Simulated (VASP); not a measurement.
Calculation: LDA (Ceperley-Alder, Perdew-Zunger), VASP's LDA PAW potentials (set 64) (plane waves; VASP 6.6.1).

The input files of a VASP run:

### INCAR
```
! general
SYSTEM=Mg
PREC  =Accurate
ENCUT =520
LREAL =F   ! projection in real space or not
LASPH =T   ! aspherical one-centre terms

! electronic loop
EDIFF =1E-7
NELM  =100
ALGO  =Normal

! smearing
ISMEAR=1
SIGMA =0.1

! ions
IBRION=2
NSW   =30   ! most ionic steps
ISIF  =4
EDIFFG=-0.01

! output
LWAVE =F
LCHARG=F
```

File POSCAR:
```
Mg
1
    1.5875391238    -2.7496988511     0.0000000000
    1.5875391238     2.7496988511     0.0000000000
    0.0000000000     0.0000000000     5.0548354932
Mg
2
Direct
  0.3333330000   0.6666670000   0.2500000000
  0.6666670000   0.3333330000   0.7500000000
```

### KPOINTS
```
Automatic
0
gamma
 13 13 7
0 0 0
```

POTCAR, in this order: Mg (LDA.64 set). Program: vasp_std.

Output

**OSZICAR**
```
       N       E                     dE             d eps       ncg     rms          rms(c)
DAV:   1    -0.858760409839E+00   -0.85876E+00   -0.13640E+03  1008   0.479E+02
DAV:   2    -0.360755026211E+01   -0.27488E+01   -0.26589E+01  1356   0.287E+01
DAV:   3    -0.362630275982E+01   -0.18752E-01   -0.18146E-01  1386   0.303E+00
DAV:   4    -0.362635414697E+01   -0.51387E-04   -0.51379E-04  1452   0.136E-01
DAV:   5    -0.362635426783E+01   -0.12086E-06   -0.12076E-06  1368   0.535E-03    0.938E-01
DAV:   6    -0.361480777474E+01    0.11546E-01   -0.62337E-04  1314   0.207E-01    0.596E-01
DAV:   7    -0.360562713624E+01    0.91806E-02   -0.21619E-03  1098   0.378E-01    0.301E-02
DAV:   8    -0.360561988635E+01    0.72499E-05   -0.13295E-05  1674   0.279E-02    0.663E-03
DAV:   9    -0.360561881247E+01    0.10739E-05   -0.67584E-07  1200   0.558E-03    0.590E-04
DAV:  10    -0.360561880454E+01    0.79359E-08   -0.21744E-09   936   0.458E-04
   1 F= -.36056188E+01 E0= -.36048612E+01  d E =-.360562E+01
       N       E                     dE             d eps       ncg     rms          rms(c)
DAV:   1    -0.360625903619E+01   -0.64022E-03   -0.18231E-03  1404   0.236E-01    0.143E-02
DAV:   2    -0.360625721647E+01    0.18197E-05   -0.10233E-05  1212   0.242E-02    0.896E-03
DAV:   3    -0.360625547622E+01    0.17402E-05   -0.23652E-06  1272   0.679E-03    0.194E-04
DAV:   4    -0.360625547987E+01   -0.36457E-08   -0.34339E-08   864   0.149E-03
   2 F= -.36062555E+01 E0= -.36055160E+01  d E =-.636675E-03
       N       E                     dE             d eps       ncg     rms          rms(c)
DAV:   1    -0.360666618821E+01   -0.41071E-03   -0.44901E-03  1386   0.369E-01    0.223E-02
DAV:   2    -0.360666172218E+01    0.44660E-05   -0.25512E-05  1170   0.380E-02    0.140E-02
DAV:   3    -0.360665745196E+01    0.42702E-05   -0.57939E-06  1260   0.106E-02    0.287E-04
DAV:   4    -0.360665746080E+01   -0.88495E-08   -0.84324E-08   972   0.232E-03
   3 F= -.36066575E+01 E0= -.36060666E+01  d E =-.103866E-02
```

### OUTCAR
```
------------------------ aborting loop because EDIFF is reached ----------------------------------------
  FORCE on cell =-STRESS in cart. coord.  units (eV):
  Direction    XX          YY          ZZ          XY          YZ          ZX
  --------------------------------------------------------------------------------------
  Total       -0.3104814     -0.3104815     -0.2953048      0.0000000      0.0000000     -0.0000000
  in kB      -11.2719639    -11.2719673    -10.7209816      0.0000000      0.0000000     -0.0000000
  external PRESSURE =     -11.0883043 kB  Pullay stress =       0.0000000 kB
  volume of cell :       44.13
      direct lattice vectors                 reciprocal lattice vectors
     1.580329422 -2.737211260 -0.000000000     0.316389731 -0.182667669  0.000000000
     1.580329422  2.737211260  0.000000000     0.316389731  0.182667669  0.000000000
     0.000000000  0.000000000  5.101062585     0.000000000 -0.000000000  0.196037587
 POSITION                                       TOTAL-FORCE (eV/Angst)
 -----------------------------------------------------------------------------------
      1.58033      0.91241      1.27527        -0.000000      0.000000      0.000000
      1.58033     -0.91241      3.82580         0.000000     -0.000000      0.000000
 -----------------------------------------------------------------------------------
    total drift:                               -0.000000     -0.000006      0.000001
  FREE ENERGIE OF THE ION-ELECTRON SYSTEM (eV)
  ---------------------------------------------------
  free  energy   TOTEN  =        -3.6066574608 eV

  energy  without entropy=       -3.6048850009  energy(sigma->0) =       -3.60606664

 reached required accuracy - stopping structural energy minimisation
```
(Selected blocks of OUTCAR.)

CONTCAR:
```
Mg
   1.00000000000000
     1.5803294218659751   -2.7372112597032698   -0.0000000000000000
     1.5803294218659751    2.7372112597032698    0.0000000000000000
     0.0000000000000000    0.0000000000000000    5.1010625854399443
  Mg
     2
Direct
     0.3333330000000032    0.6666669999999968    0.2500000000000000
     0.6666669999999968    0.3333330000000032    0.7500000000000000
```

The compound is Mg in the hcp structure. This cell is one point of a volume scan, at 1.03 of the reference volume. Symmetry was kept, so distortions that lower it aren't found.
